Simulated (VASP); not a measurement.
Output of a VASP run:

### OSZICAR
```
       N       E                     dE             d eps       ncg     rms          rms(c)
DAV:   1     0.864672866043E+02    0.86467E+02   -0.11134E+04  3128   0.198E+03
DAV:   2    -0.110226822535E-01   -0.86478E+02   -0.85472E+02  3152   0.275E+02
DAV:   3    -0.235774429425E+01   -0.23467E+01   -0.23438E+01  3832   0.566E+01
DAV:   4    -0.236407984002E+01   -0.63355E-02   -0.63353E-02  3600   0.305E+00
DAV:   5    -0.236409029180E+01   -0.10452E-04   -0.10452E-04  3864   0.997E-02    0.353E+00
DAV:   6    -0.219403933707E+01    0.17005E+00   -0.86793E-01  3136   0.202E+01    0.274E+00
DAV:   7    -0.218681518290E+01    0.72242E-02   -0.25480E-02  3896   0.290E+00    0.143E+00
DAV:   8    -0.218304190374E+01    0.37733E-02   -0.17584E-03  3904   0.681E-01    0.465E-02
DAV:   9    -0.218305626695E+01   -0.14363E-04   -0.25341E-04  4312   0.230E-01    0.337E-02
DAV:  10    -0.218305953784E+01   -0.32709E-05   -0.23053E-05  3344   0.661E-02    0.266E-03
DAV:  11    -0.218305931730E+01    0.22054E-06   -0.13320E-07  2120   0.503E-03
   1 F= -.21830593E+01 E0= -.21827987E+01  d E =-.781727E-03
```

OUTCAR:
```
------------------------ aborting loop because EDIFF is reached ----------------------------------------
  FORCE on cell =-STRESS in cart. coord.  units (eV):
  Direction    XX          YY          ZZ          XY          YZ          ZX
  --------------------------------------------------------------------------------------
  Total       -0.8502412     -0.8502418     -0.7570345      0.0000000      0.0000000     -0.0000000
  in kB      -42.3207080    -42.3207395    -37.6813523      0.0000000      0.0000000     -0.0000000
  external PRESSURE =     -40.7742666 kB  Pullay stress =       0.0000000 kB
  volume of cell :       32.19
      direct lattice vectors                 reciprocal lattice vectors
     1.356600000 -2.349701000  0.000000000     0.368568480 -0.212793032  0.000000000
     1.356600000  2.349701000  0.000000000     0.368568480  0.212793032  0.000000000
     0.000000000  0.000000000  5.049000000     0.000000000  0.000000000  0.198059022
 POSITION                                       TOTAL-FORCE (eV/Angst)
 -----------------------------------------------------------------------------------
      1.35660      0.78324      1.26225        -0.000000     -0.000000      0.000000
      1.35660     -0.78324      3.78675         0.000000      0.000000      0.000000
 -----------------------------------------------------------------------------------
    total drift:                                0.000000      0.000081      0.000003
  FREE ENERGIE OF THE ION-ELECTRON SYSTEM (eV)
  ---------------------------------------------------
  free  energy   TOTEN  =        -2.1830593173 eV

  energy  without entropy=       -2.1822775902  energy(sigma->0) =       -2.18279874
```
(Selected blocks of OUTCAR.)

POSCAR:
```
Zn
1
    1.3566000000    -2.3497010000     0.0000000000
    1.3566000000     2.3497010000     0.0000000000
    0.0000000000     0.0000000000     5.0490000000
Zn
2
Direct
  0.3333330000   0.6666670000   0.2500000000
  0.6666670000   0.3333330000   0.7500000000
```

Q: Write an INCAR and KPOINTS that could have produced this output.

A: One answer among several that fit: the input of the run itself, PBE GGA, plane waves, VASP's PBE PAW potentials (set 64).

File KPOINTS:
```
Automatic mesh
0
Gamma
14 14 7
0 0 0
```

**INCAR**
```
SYSTEM = Zn
PREC = Accurate; ENCUT = 400; LREAL = .FALSE.
LASPH = .TRUE.
EDIFF = 1E-6; NELM = 100; ALGO = Normal
LMAXMIX = 4
ISMEAR = 1; SIGMA = 0.1
GGA = PE
ISIF = 2
LWAVE = .FALSE.; LCHARG = .FALSE.
```

POTCAR, in this order: Zn (PBE.64 set). Program: vasp_std.

The compound is Zn in the hcp structure. The cell was not relaxed at this level.
